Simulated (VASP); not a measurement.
```
CELL_PARAMETERS angstrom
      2.95828    -4.96506     0.00000
      1.41036     2.44282     0.00000
      0.00000     0.00000     4.49718
ATOMIC_POSITIONS crystal
  B  0.33217 0.33217 0.49986
  B  0.16783 0.66783 0.99986
  N  0.30164 0.30164 0.85830
  N  0.19836 0.69836 0.35830
  N  0.87228 0.37228 0.90918
  N  0.62772 0.62772 0.40918
  Al 0.84645 0.34645 0.49665
  Al 0.65355 0.65355 0.99665
```

Computed with PBEsol GGA, VASP's PBE PAW potentials (set 64) (plane waves; VASP). Settings: 520 eV cut-off, 5×10×6 Γ-centred mesh, tetrahedra with Blöchl corrections, potentials B N Al.

The cores are frozen, which limits the accuracy of field gradients.

Task: Give the principal components of the electric field gradient (V/Å²) and the asymmetry η at each nucleus.

Result: 
| atom | Vxx | Vyy | Vzz | η |
|---|---|---|---|---|
| B1 | 3.7 | 2.4 | -6.1 | 0.21 |
| B2 | 3.7 | 2.4 | -6.1 | 0.21 |
| N3 | 24.2 | 10.0 | -34.2 | 0.42 |
| N4 | 24.2 | 10.0 | -34.2 | 0.42 |
| N5 | -27.7 | -3.8 | 31.5 | 0.76 |
| N6 | -27.7 | -3.8 | 31.5 | 0.76 |
| Al7 | 14.3 | 5.1 | -19.4 | 0.48 |
| Al8 | 14.3 | 5.1 | -19.4 | 0.48 |

The structure was generated: Al2B2N4 was put into an ordered model structure (Pmn2_1), which need not be its known phase. It was relaxed first.
